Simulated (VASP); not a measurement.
Wanted: the native input for a VASP 6.6.1 run.

```yaml
Task: relaxation of cell and atoms
Functional: r2SCAN
Potentials_or_basis: VASP PAW PBE potentials, release 64 (Mg, B)
Cutoff: 600 eV
k_mesh: 15 × 15 × 12
Occupations: gaussian, width 0.1 eV
Spin: no spin polarisation
Further_INCAR_settings: ALGO = Normal; EDIFF = 1e-07; IBRION = 2; EDIFFG = -0.004; NSW = 80; ISIF = 3
```

The structure of MgB2 lies in POSCAR:

```
MgB2
1.0
    3.0850000000      0.0000000000      0.0000000000
   -1.5425000000      2.6716883700      0.0000000000
    0.0000000000      0.0000000000      3.5230000000
Mg B
1 2
Direct
    0.0000000000      0.0000000000      0.0000000000
    0.3333333300      0.6666666700      0.5000000000
    0.6666666700      0.3333333300      0.5000000000
```

These files were run (other wordings do the same):

INCAR

```
SYSTEM = MgB2
  ALGO = Normal
  EDIFF = 1E-7
  EDIFFG = -0.004
  ENCUT = 600
  IBRION = 2
  ISIF = 3
  ISMEAR = 0
  LASPH = .TRUE.
  LCHARG = .FALSE.
  LMIXTAU = .TRUE.
  LREAL = .FALSE.
  LWAVE = .FALSE.
  METAGGA = R2SCAN
  NELM = 60
  NSW = 80
  PREC = Accurate
  SIGMA = 0.1
```

KPOINTS

```
k-points
0
G
  15 15 12
  0 0 0
```

Potentials or basis: VASP PAW PBE potentials, release 64 (Mg, B).

The run is started by

```bash
$ cat potpaw_PBE.64/Mg/POTCAR potpaw_PBE.64/B/POTCAR > POTCAR
$ mpirun -np 1 vasp_std > vasp.out
```

It gave:

The relaxed volume is 9.52 Å³/atom, the relaxed cell is a = 3.065 Å, b = 3.065 Å, c = 3.513 Å, α = 90.00°, β = 90.00°, γ = 120.00° and the space group after relaxing (to 0.05 Å) is P6/mmm (No. 191). The energy gained by relaxing is 1.5 meV/atom, the ionic steps are 5 and the pressure after relaxing is 0.0 GPa. The band gap on the k mesh is none (metal or under the smearing width).

Caveat: the PAW data sets were made with another functional, which shifts forces and pressure a little.

Run time: 6.2 min on 1 thread of AMD EPYC 9R45 96-Core Processor (Zen 5), with other jobs on the host, peak memory 0.2 GiB.
